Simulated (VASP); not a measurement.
Data:

```yaml
crystal:
  lattice:
    - [0.00000, 2.71321, 2.71321]
    - [2.71321, 0.00000, 2.71321]
    - [2.71321, 2.71321, 0.00000]
  atoms:
    - { symbol: Cu, position: [0.00000, 0.00000, 0.00000] }
    - { symbol: Cl, position: [0.25000, 0.25000, 0.25000] }
```

Method: Hartree-Fock, VASP's PBE PAW potentials (set 64) (plane waves; VASP). Run with 520 eV cut-off, 6×6×6 Γ-centred mesh, Gaussian smearing of 0.050 eV, potentials Cu Cl.

**Question.** Predict the energy per atom (σ→0), pressure, band gap (over the mesh, the named points and PBE's band edges) with the smallest direct gap where there is one.

**Answer.** 
The band gap (over the mesh, the named points and PBE's band edges) is 10.88 eV, the smallest direct gap (over the mesh, the named points and PBE's band edges) is 10.88 eV and the energy per atom (σ→0) is -6.202 eV/atom. The pressure is 10.20 GPa.

Only differences to runs with the same potentials and settings are physical.

The compound is CuCl in the zinc blende structure. It was relaxed first.
